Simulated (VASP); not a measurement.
Data:

```xyz
4
Lattice="4.5781 0.0000 0.0000 0.0000 2.7317 0.0000 0.0000 0.0000 4.8214" Properties=species:S:1:pos:R:3 pbc="T T T"
Ti     1.1445     1.3659     3.3586
Ti     3.4336     1.3659     1.4627
Pt     1.1445     0.0000     0.9042
Pt     3.4336     0.0000     3.9172
```

The numbers are results of PBEsol GGA, VASP's PBE PAW potentials (set 64) (plane waves; VASP 6.6.1), not measurements. Numerical set-up: 400 eV cut-off, Gaussian smearing of 0.050 eV, potentials Ti_sv Pt.

### Question
Give the energies of bands 12 to 25 at the high-symmetry points, in eV from the Fermi level.

### Answer

```
band      Γ      X      S      Y      Z      U      R      T
----  -----  -----  -----  -----  -----  -----  -----  -----
12    -5.68  -5.47  -4.85  -4.51  -5.33  -5.25  -5.68  -5.33
13    -5.66  -5.06  -4.62  -4.51  -4.87  -4.12  -4.73  -5.22
14    -3.46  -5.06  -4.62  -4.47  -4.42  -4.12  -4.73  -4.12
15    -2.93  -3.34  -3.67  -4.07  -3.85  -3.74  -4.28  -4.04
16    -2.75  -3.34  -3.67  -3.11  -3.00  -3.74  -4.28  -3.91
17    -2.33  -2.70  -3.37  -2.96  -2.76  -2.49  -1.85  -2.99
18    -2.30  -2.70  -3.37  -2.46  -2.26  -2.49  -1.85  -2.94
19    -2.15  -1.93  -0.94  -1.75  -2.23  -1.84   0.50  -1.32
20    -2.03  -1.93  -0.94  -1.13  -1.97  -1.84   0.50  -0.47
21    -1.02  -0.70  -0.59  -1.04  -1.24  -1.78   0.70  -0.31
22    -0.23  -0.70  -0.59  -0.83  -0.48  -1.78   0.70   0.36
23    -0.18   0.27   0.85  -0.04  -0.34  -0.83   1.23   1.06
24    -0.01   0.27   0.85   0.36  -0.05  -0.83   1.23   1.10
25     0.77   1.20   1.06   1.05   0.30   0.94   1.34   1.14
```

It has no gap at this level: it comes out as a metal or semimetal.

The structure comes from a computed database's TiPt entry (Pmma); how it stands against other phases isn't given here. It was relaxed first.
